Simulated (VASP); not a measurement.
A run of VASP 6.6.1:

Contents of INCAR:

```
PREC = Normal
ENCUT = 520
EDIFF = 1E-4
ISMEAR = 0
SIGMA = 0.15
LREAL = False
LASPH = True
NELM = 60
ALGO = Fast
ISIF = 3
LWAVE = False
LCHARG = False
GGA = PE
IBRION = 2
NSW = 24
EDIFFG = -0.08
```

Contents of KPOINTS:

```
Automatic mesh
0
Gamma
  5 5 3
```

File POSCAR:

```
Be2ZnO3
1.0
    3.3934378800      0.0000000000      0.0000000000
   -1.6967189400      2.9388034100      0.0000000000
    0.0000000000      0.0000000000      5.5202427600
Be Zn O
2 1 3
Direct
    0.0000000000      0.0000000000      0.1598730600
    0.0000000000      0.0000000000      0.8401269400
    0.0000000000      0.0000000000      0.5000000000
    0.5130502200      0.0000000000      0.5000000000
    0.0000000000      0.5130502200      0.5000000000
    0.4869497800      0.4869497800      0.5000000000
```

Potentials or basis: VASP PAW PBE potentials, release 64 (Be, Zn, O).

The run is started by

```bash
$ cat potpaw_PBE.64/Be/POTCAR potpaw_PBE.64/Zn/POTCAR potpaw_PBE.64/O/POTCAR > POTCAR
$ mpirun -np 1 vasp_std > vasp.out
```

Hardware: 1 thread of Intel(R) Xeon(R) Platinum 8488C (Sapphire Rapids) (shared host).

Question: How long does it take, and how much memory?

Answer: Wall time 3 min on 1 thread of Intel(R) Xeon(R) Platinum 8488C (Sapphire Rapids), on a shared host, peak memory 0.15 GiB. Counts: scf iterations 428, k points 10, ion steps 22.
